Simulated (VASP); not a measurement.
```cif
data_GaSb
_chemical_formula_sum 'Ga1 Sb1'
_space_group_name_H-M_alt 'P 1'
_space_group_IT_number 1
_cell_length_a 4.36399
_cell_length_b 4.36399
_cell_length_c 4.36399
_cell_angle_alpha 60.000
_cell_angle_beta 60.000
_cell_angle_gamma 60.000
loop_
_space_group_symop_operation_xyz
  'x, y, z'
loop_
_atom_site_label
_atom_site_type_symbol
_atom_site_fract_x
_atom_site_fract_y
_atom_site_fract_z
_atom_site_occupancy
Ga1 Ga 0.00000 0.00000 0.00000 1
Sb1 Sb 0.25000 0.25000 0.25000 1
```

Calculation: PBE GGA with D3 dispersion (zero damping), VASP's PBE PAW potentials (set 64) (plane waves; VASP 6.6.1). Run with 520 eV cut-off, 10×10×10 Γ-centred mesh, first-order Methfessel-Paxton smearing of 0.10 eV, potentials Ga_d Sb.

Q: Give the energy at these volumes per atom, relative to the lowest: 27.65, 28.53, 29.41, 30.29, 31.18 Å³.

A: 17.3, 4.0, 0.0, 4.1, 15.0 meV/atom. A third-order Birch-Murnaghan fit gives B0 = 48.5 GPa and B0′ = 4.1.

Measured: bulk modulus 57.0 GPa (computed value off by -14.8 %), as given by Cormac Toher et al., Physical Review Materials (2017), arXiv:1611.05714; a 6.096 Å at 300 K (computed value off by +1.2 %), as given by I. Vurgaftman et al., Journal of Applied Physics (2001), doi:10.1063/1.1368156. The calculation is for a static lattice, while the measured bulk modulus, a hold thermal and zero-point effects, which are part of the difference.

The compound is GaSb in the zinc blende structure. It was relaxed first.
